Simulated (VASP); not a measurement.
Rb2LuH2: band structure with PBEsol

Rb2LuH2:

```
Rb Lu H
1.0
     3.84186    0.00000    0.00000
    -1.92093    3.32715    0.00000
     0.00000    0.00000   11.46518
Rb Lu H
2 1 2
Direct
  0.33333 0.66667 0.69882
  0.66667 0.33333 0.30118
  0.00000 0.00000 0.00000
  0.66667 0.33333 0.93863
  0.33333 0.66667 0.06137
```

The cell was built by a generator and needn't be a form met in nature.

```yaml
Program: VASP 6.6.1
Task: band structure
Functional: PBEsol
Potentials_or_basis: VASP PAW PBE potentials, release 64 (Rb_sv, Lu, H)
Cutoff: 520 eV
k_mesh: 6 × 6 × 3
Occupations: fermi-dirac, width 0.05 eV
Spin: no spin polarisation
Further_INCAR_settings: ALGO = Normal; EDIFF = 1e-07
```

```
Band gap along the path : none (metal or under the smearing width)
```

Levels at the corners of the path, in eV from the Fermi level:
| point | band 18 | band 19 | band 20 | band 21 | band 22 | band 23 | band 24 | band 25 | band 26 | band 27 |
| --- | --- | --- | --- | --- | --- | --- | --- | --- | --- | --- |
| Γ | -5.63 | -5.63 | -5.56 | -2.94 | -2.11 | -0.34 | 0.19 | 1.47 | 1.47 | 1.92 |
| M | -5.59 | -5.59 | -4.70 | -4.00 | -0.83 | 0.24 | 0.42 | 1.02 | 1.81 | 1.94 |
| M | -5.59 | -5.59 | -4.70 | -4.00 | -0.83 | 0.24 | 0.42 | 1.02 | 1.81 | 1.94 |
| K | -5.60 | -5.57 | -4.13 | -4.13 | -0.18 | 0.36 | 0.36 | 1.63 | 1.83 | 2.07 |
| K | -5.60 | -5.57 | -4.13 | -4.13 | -0.18 | 0.36 | 0.36 | 1.63 | 1.83 | 2.07 |
| Γ | -5.63 | -5.63 | -5.56 | -2.94 | -2.11 | -0.34 | 0.19 | 1.47 | 1.47 | 1.92 |
| Γ | -5.63 | -5.63 | -5.56 | -2.94 | -2.11 | -0.34 | 0.19 | 1.47 | 1.47 | 1.92 |
| A | -5.63 | -5.63 | -5.56 | -3.11 | -1.44 | -1.31 | 1.24 | 1.26 | 1.47 | 1.47 |
| A | -5.63 | -5.63 | -5.56 | -3.11 | -1.44 | -1.31 | 1.24 | 1.26 | 1.47 | 1.47 |
| L | -5.59 | -5.59 | -4.69 | -4.00 | -0.88 | 0.24 | 0.75 | 1.00 | 1.38 | 2.15 |
| L | -5.59 | -5.59 | -4.69 | -4.00 | -0.88 | 0.24 | 0.75 | 1.00 | 1.38 | 2.13 |
| H | -5.60 | -5.57 | -4.13 | -4.13 | -0.16 | 0.39 | 0.39 | 1.62 | 1.82 | 2.04 |
| H | -5.60 | -5.57 | -4.13 | -4.13 | -0.16 | 0.39 | 0.39 | 1.62 | 1.82 | 2.04 |
| A | -5.63 | -5.63 | -5.56 | -3.11 | -1.44 | -1.31 | 1.24 | 1.26 | 1.47 | 1.47 |
| L | -5.59 | -5.59 | -4.69 | -4.00 | -0.88 | 0.24 | 0.75 | 1.00 | 1.38 | 2.12 |
| M | -5.59 | -5.59 | -4.70 | -4.00 | -0.83 | 0.24 | 0.42 | 1.02 | 1.81 | 1.94 |
| K | -5.60 | -5.57 | -4.13 | -4.13 | -0.18 | 0.36 | 0.36 | 1.63 | 1.83 | 2.07 |
| H | -5.60 | -5.57 | -4.13 | -4.13 | -0.16 | 0.39 | 0.39 | 1.62 | 1.82 | 2.04 |

Wall time 6.4 min on 1 thread of AMD EPYC 7R43 64-Core Processor (Zen 3) (shared host), peak memory 0.49 GiB.

Caveat: the log is that of the step along the path at fixed density, whose energy, stress, charges and moments have no meaning; spin-orbit coupling is left out, which moves the levels of the heavy elements.
